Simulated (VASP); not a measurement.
K2B2P: relaxation of cell and atoms with PBEsol

The system is K2B2P.

```
K B P
1.0
     5.36366    0.00000    0.00000
    -2.68183    4.64507    0.00000
     0.00000    0.00000    5.08354
K B P
2 2 1
Cartesian
  0.0000 3.0967 1.4314
  2.6819 1.5483 3.6521
  0.0000 0.0000 1.7775
  0.0000 0.0000 3.3060
  0.0000 0.0000 0.0000
```

The cell was built by a generator and needn't be a form met in nature.

```yaml
Program: VASP 6.6.1
Task: relaxation of cell and atoms
Functional: PBEsol
Potentials_or_basis: VASP PAW PBE potentials, release 64 (K_sv, B, P)
Cutoff: 600 eV
k_mesh: 6 × 6 × 5
Occupations: gaussian, width 0.05 eV
Spin: no spin polarisation
Further_INCAR_settings: ALGO = Normal; EDIFF = 1e-06; IBRION = 2; EDIFFG = -0.005; NSW = 40; ISIF = 3
```

- Relaxed volume: 24.47 Å³/atom
- Relaxed cell: a = 5.282 Å, b = 5.282 Å, c = 5.065 Å, α = 90.00°, β = 90.00°, γ = 120.00°
- Space group after relaxing (to 0.05 Å): P-3m1 (No. 164)
- Energy gained by relaxing: 2.5 meV/atom
- Ionic steps: 15
- Pressure after relaxing: 0.0 GPa
- Largest force after relaxing: 0.004 eV/Å
- Band gap on the k mesh: none (metal or under the smearing width)

Forces on the atoms (eV/Å):
```
K    0.000  0.000  0.003
K    0.000  0.000 -0.003
B    0.000  0.000 -0.004
B    0.000  0.000  0.004
P    0.000  0.000  0.000
```

Step by step:
```
step  energy change (eV)  largest force (eV/Å)  pressure (GPa)  volume (Å³)
   1              0.0000                0.1137           -0.89       126.65
   2             -0.0064                0.2564            0.01       124.09
   3             -0.0066                0.1946           -0.14       124.50
   4             -0.0117                0.1015            0.07       122.77
   5             -0.0119                0.1575            0.12       122.45
   6             -0.0113                0.2021           -0.13       122.08
   7             -0.0126                0.0050            0.01       122.29
   8             -0.0126                0.0051            0.00       122.29
   9             -0.0122                0.1044           -0.05       122.18
  10             -0.0126                0.0062            0.01       122.28
  11             -0.0126                0.0097            0.01       122.30
  12             -0.0126                0.0060            0.00       122.29
  13             -0.0126                0.0055            0.02       122.30
  14             -0.0126                0.0051            0.00       122.33
  15             -0.0126                0.0041            0.00       122.37
```

Final structure:
```cif
data_structure
_symmetry_space_group_name_H-M 'P 1'
_symmetry_Int_Tables_number 1
_cell_length_a 5.2819
_cell_length_b 5.2819
_cell_length_c 5.0650
_cell_angle_alpha 90.000
_cell_angle_beta 90.000
_cell_angle_gamma 120.000
_cell_volume 122.37
loop_
_atom_site_label
_atom_site_type_symbol
_atom_site_fract_x
_atom_site_fract_y
_atom_site_fract_z
_atom_site_occupancy
K1 K 0.33333 0.66667 0.28202 1
K2 K 0.66667 0.33333 0.71798 1
B1 B 0.00000 0.00000 0.34935 1
B2 B 0.00000 0.00000 0.65065 1
P1 P 0.00000 0.00000 0.00000 1
```

Levels at points of the mesh, in eV from the Fermi level:
```tsv
k point	band 11	band 12	band 13	band 14	band 15	band 16	band 17	band 18
(0.00, 0.00, 0.00)	-6.72	-3.45	-3.45	0.59	1.55	1.55	2.07	2.07
(0.50, 0.00, 0.00)	-6.70	-3.99	-3.36	1.16	1.22	1.27	2.32	2.42
(0.50, 0.50, 0.00)	-6.70	-3.99	-3.36	1.16	1.22	1.27	2.32	2.42
```

It took 17 min on 1 thread of Intel(R) Xeon(R) Platinum 8559C (Emerald Rapids) (shared host), peak memory 0.41 GiB.

Caveat: the PAW data sets were made with another functional, which shifts forces and pressure a little.
